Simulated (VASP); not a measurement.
```xyz
3
Lattice="1.8250 -3.1610 0.0000 1.8250 3.1610 0.0000 0.0000 0.0000 5.9000" Properties=species:S:1:pos:R:3 pbc="T T T"
Sn     0.0000     0.0000     0.0000
S      1.8250     1.0537     1.4750
S      1.8250    -1.0537     4.4250
```

The base run (VASP): PBE GGA, plane waves, VASP's PBE PAW potentials (set 64). Run with 400 eV cut-off, 8×8×4 Γ-centred mesh, Gaussian smearing of 0.050 eV, potentials Sn_d S.

The base run took about 8 core-seconds. The timings are rough (shared machines, no repeats); factors under 2 mean little.

Pressures at a finite cut-off, here 400 eV, hold a Pulay part, which this task's highest cut-off puts under 0.2 GPa.

```
setting                                    cost over the base run  electronic steps  bands  pressure (GPa)
-----------------------------------------  ----------------------  ----------------  -----  --------------
base run                                                reference                12     17            3.18
ENCUT = 520, POTCAR Sn S (PBE.64 set)        within a factor of 2                12     12            3.10
ENCUT = 520                                  within a factor of 2                12     17            3.17
ENCUT = 800, POTCAR Sn_d S_h (PBE.64 set)           about 3 times                12     17            3.26
ENCUT = 800                                         about 4 times                14     17            3.19
```

Left out are runs that failed, have no time on record or changed the cell.

The compound is SnS2 in the 1T layered structure. The cell was not relaxed at this level.
